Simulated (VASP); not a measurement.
An input for Quantum ESPRESSO's pw.x (written as the equivalent of a VASP run, and not itself run):

```
&CONTROL
  calculation = 'vc-relax'
  pseudo_dir = './pseudo'
  outdir = './out'
  tprnfor = .true.
  tstress = .true.
  nstep = 40
  forc_conv_thr = 0.00078
/
&SYSTEM
  ibrav = 0
  nat = 2
  ntyp = 2
  ecutwfc = 58
  occupations = 'smearing'
  smearing = 'gaussian'
  degauss = 0.003675
  input_dft = 'pbe'
/
&ELECTRONS
  conv_thr = 7.3e-08
  electron_maxstep = 100
/
&IONS
/
&CELL
  press = 100
/
ATOMIC_SPECIES
  Rb 85.468 Rb.upf
  Cl 35.450 Cl.upf
CELL_PARAMETERS angstrom
    -0.0000000    3.1248172    3.1248172
     3.1248172   -0.0000000    3.1248172
     3.1248172    3.1248172   -0.0000000
ATOMIC_POSITIONS crystal
  Rb   1.0000000  0.0000000  1.0000000
  Cl   0.5000000  0.5000000  0.5000000
K_POINTS automatic
  7 7 7 0 0 0
```

Problem. Write the VASP files for the same calculation (PBE).

Solution. One answer among several that fit: 
### POSCAR
```
RbCl
1.0
  0.0000000000   3.1248172390   3.1248172390
  3.1248172390   0.0000000000   3.1248172390
  3.1248172390   3.1248172390   0.0000000000
Rb Cl
1 1
Cart
  3.1248172390   6.2496344780   3.1248172390
  3.1248172390   3.1248172390   3.1248172390
```

### INCAR
```
ALGO  =  Normal
EDIFF  =  1E-6
EDIFFG  =  -0.02
ENCUT  =  500
GGA  =  PE
IBRION  =  2
ISIF  =  3
ISMEAR  =  0
LASPH  =  T
LCHARG  =  F
LMAXMIX  =  4
LREAL  =  F
LWAVE  =  F
NELM  =  100
NSW  =  40
PREC  =  Accurate
PSTRESS  =  100
SIGMA  =  0.05
SYSTEM  =  RbCl
```

KPOINTS:
```
kpoints
0
Gamma
 7 7 7
0 0 0
```

POTCAR, in this order: Rb_sv Cl (PBE.64 set). Program: vasp_std.

What does not carry over: the potentials are each code's own (VASP's PAW set, PseudoDojo norm-conserving files in pw.x), so ENCUT and ecutwfc are chosen apart and not converted; conv_thr bounds pw.x's estimated SCF error, while EDIFF bounds the energy change between steps; forc_conv_thr acts on force components and is met together with etot_conv_thr.

The compound is RbCl in the rock salt structure. This run relaxes it under an external pressure of 10 GPa. Symmetry was kept, so distortions that lower it aren't found.
